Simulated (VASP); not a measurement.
Input of a VASP 6.6.1 run:

The input INCAR:

```
SYSTEM = MgAl18
ALGO = Fast ; EDIFF = 1E-6
ENCUT = 520 ; GGA = PE
ISIF = 2 ; ISMEAR = -1
LASPH = .TRUE. ; LCHARG = .FALSE.
LREAL = Auto ; LWAVE = .FALSE.
NBANDS = 43 ; NELM = 100
PREC = Accurate ; SIGMA = 0.15
```

Contents of KPOINTS:

```
k-points
0
G
  3 2 1
  0 0 0
```

File POSCAR:

```
MgAl18
1.0
    5.7275650000      0.0000000000      0.0000000000
    4.2956740000      7.4403250000      0.0000000000
    0.0000000000      0.0000000000     17.6765370000
Al Mg
18 1
Direct
    0.1666666600      0.1111111100      0.0565721700
    0.6666666500      0.1111111100      0.0565721700
    0.1666666400      0.4444444500      0.0565721700
    0.6666666300      0.4444444500      0.0565721700
    0.1666666200      0.7777777900      0.0565721700
    0.6666666100      0.7777777900      0.0565721700
   -0.1666471899      0.2216869032      0.1895235409
    0.3340601871      0.2218315372      0.1895351230
   -0.1667441221      0.5557072193      0.1913371616
    0.3338897668      0.5551727727      0.1893578616
   -0.1665229017      0.8888986140      0.1891260617
    0.3334372613      0.8890400983      0.1892698129
   -0.0023059851      0.0009370050      0.3225116774
    0.5020889333     -0.0009040738      0.3235793698
    0.0083021739      0.3226578627      0.3221840913
    0.4998827789      0.3332573115      0.3254280553
    0.0043573880      0.6712130993      0.3215274871
    0.4890424259      0.6716792708      0.3216019943
    0.8392628371      0.5507920517      0.4521745478
```

Potentials or basis: VASP PAW PBE potentials, release 64 (Al, Mg).

Run with:

```bash
$ cat potpaw_PBE.64/Al/POTCAR potpaw_PBE.64/Mg/POTCAR > POTCAR
$ mpirun -np 1 vasp_std > vasp.out
```

Predict the largest force.

0.048 eV/Å.

Estimate the band gap on the k mesh.

none (metal or under the smearing width).

Forces in eV/Å, atoms in the order of the input:
```
Al   0.000  0.020  0.004
Al  -0.001  0.003 -0.005
Al  -0.006  0.016 -0.007
Al   0.003 -0.004 -0.002
Al  -0.018 -0.020 -0.039
Al   0.019 -0.008  0.036
Al  -0.001  0.003  0.005
Al  -0.001  0.004 -0.002
Al   0.000 -0.002  0.000
Al   0.001  0.005 -0.003
Al   0.001 -0.007  0.003
Al  -0.001 -0.006  0.002
Al  -0.001  0.001 -0.003
Al   0.001  0.001  0.000
Al  -0.001 -0.001 -0.005
Al   0.000 -0.004 -0.002
Al  -0.005 -0.004  0.008
Al   0.012 -0.004  0.016
Mg  -0.003  0.009 -0.006
```

Caveat: the k mesh is coarse (spacing up to 0.42 Å⁻¹), so the values aren't converged.
